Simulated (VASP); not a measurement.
The system is WS2 (Tungstenite).

```xyz
6
Lattice="3.1800 0.0000 0.0000 -1.5900 2.7540 0.0000 0.0000 0.0000 12.5000" Properties=species:S:1:pos:R:3 pbc="T T T"
W     0.0000    1.8360    3.1250
W     1.5900    0.9180    9.3750
S     0.0000    1.8360    7.8125
S     1.5900    0.9180    1.5625
S     0.0000    1.8360   10.9375
S     1.5900    0.9180    4.6875
```

```yaml
Program: VASP 6.6.1
Task: relaxation of cell and atoms
Functional: r2SCAN
Potentials_or_basis: VASP PAW PBE potentials, release 64 (W_sv, S)
Cutoff: 600 eV
k_mesh: 12 × 12 × 3
Occupations: gaussian, width 0.03 eV
Spin: no spin polarisation
```

At the start: pressure 0.4 GPa; volume 18.24 Å³/atom.

Question: Where does the relaxation end?

Answer: Over 15 steps the energy falls by 3.2 meV/atom and the volume is 19.05 Å³/atom (+4.4 %); space group P6_3/mmc (No. 194, to 0.05 Å).

Step by step:
```
step  energy change (eV)  largest force (eV/Å)  pressure (GPa)  volume (Å³)
   1              0.0000                0.0945            0.44       109.47
   2             -0.0028                0.1464           -0.30       110.27
   3             -0.0032                0.1744           -0.70       110.71
   4             -0.0043                0.1565           -0.62       110.81
   5             -0.0071                0.1002           -0.49       111.13
   6             -0.0106                0.0109           -0.16       111.76
   7             -0.0082                0.2345            0.58       113.03
   8             -0.0111                0.0772            0.09       112.13
   9             -0.0140                0.0573            0.04       112.49
  10             -0.0187                0.0022           -0.02       113.57
  11             -0.0192                0.0256           -0.04       113.99
  12             -0.0192                0.0282           -0.04       114.02
  13             -0.0193                0.0038            0.10       114.08
  14             -0.0193                0.0014            0.12       114.09
  15             -0.0194                0.0058            0.06       114.29
```

Final structure:
```xyz
6
Lattice="3.1832 0.0000 0.0000 -1.5916 2.7568 0.0000 0.0000 0.0000 13.0236" Properties=species:S:1:pos:R:3 pbc="T T T"
W     0.0000    1.8378    3.2559
W     1.5916    0.9189    9.7677
S     0.0000    1.8378    8.2082
S     1.5916    0.9189    1.6964
S     0.0000    1.8378   11.3272
S     1.5916    0.9189    4.8154
```

Caveat: the PAW data sets were made with another functional, which shifts forces and pressure a little.
